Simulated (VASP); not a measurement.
A convergence study with VASP on AlN (zinc blende): one setting is varied, all else stays as given below, so the limit is that of these other settings.

```
CELL_PARAMETERS angstrom
      0.00000     2.19000     2.19000
      2.19000     0.00000     2.19000
      2.19000     2.19000     0.00000
ATOMIC_POSITIONS crystal
  Al 0.00000 0.00000 0.00000
  N  0.25000 0.25000 0.25000
```

Method: PBEsol GGA, VASP's PBE PAW potentials (set 64) (plane waves; VASP 6.6.1). The tightest run used: 700 eV cut-off, 20×20×20 Γ-centred mesh, tetrahedra with Blöchl corrections, potentials Al N.

Gaps are read on the run's mesh, which can miss a band edge.

The settings run are 3×3×3 mesh; 4×4×4 mesh; 5×5×5 mesh; 6×6×6 mesh; 7×7×7 mesh; 8×8×8 mesh; 9×9×9 mesh; 10×10×10 mesh; 11×11×11 mesh; 12×12×12 mesh; 13×13×13 mesh; 14×14×14 mesh; 15×15×15 mesh; 16×16×16 mesh; 17×17×17 mesh; 18×18×18 mesh; 19×19×19 mesh; 20×20×20 mesh. From which on does the energy per atom stay within 0.002 eV/atom of the tightest run?

From 6×6×6 mesh on: it is off by 0.0010 there and by no more than 0.002 in any finer run, while 5×5×5 mesh is off by 0.0041.
```csv
setting,E (eV/atom),pressure (GPa),gap on the mesh (eV),irreducible k-points,difference judged (eV/atom)
3×3×3 mesh,-7.7047,-0.07,4.004,4,0.1036
4×4×4 mesh,-7.7889,-0.42,3.154,8,0.0194
5×5×5 mesh,-7.8041,-0.47,3.757,10,0.0041
6×6×6 mesh,-7.8072,-0.47,3.182,16,0.0010
7×7×7 mesh,-7.8080,-0.47,3.485,20,0.0003
8×8×8 mesh,-7.8082,-0.47,3.184,29,0.0001
9×9×9 mesh,-7.8082,-0.47,3.368,35,0.0000
10×10×10 mesh,-7.8082,-0.47,3.184,47,0.0000
11×11×11 mesh,-7.8082,-0.47,3.307,56,0.0000
12×12×12 mesh,-7.8082,-0.47,3.184,72,0.0000
13×13×13 mesh,-7.8082,-0.47,3.272,84,0.0000
14×14×14 mesh,-7.8082,-0.47,3.184,104,0.0000
15×15×15 mesh,-7.8082,-0.47,3.250,120,0.0000
16×16×16 mesh,-7.8082,-0.47,3.184,145,0.0000
17×17×17 mesh,-7.8082,-0.47,3.236,165,0.0000
18×18×18 mesh,-7.8082,-0.47,3.184,195,0.0000
19×19×19 mesh,-7.8082,-0.47,3.225,220,0.0000
20×20×20 mesh,-7.8082,-0.47,3.184,256,0.0000
```

Left out are rungs that failed or repeat a setting and relaxations that didn't move; long series are thinned to 24 rows.

The compound is AlN in the zinc blende structure, a metastable form; wurtzite is the usual one. The cell was not relaxed at this level.
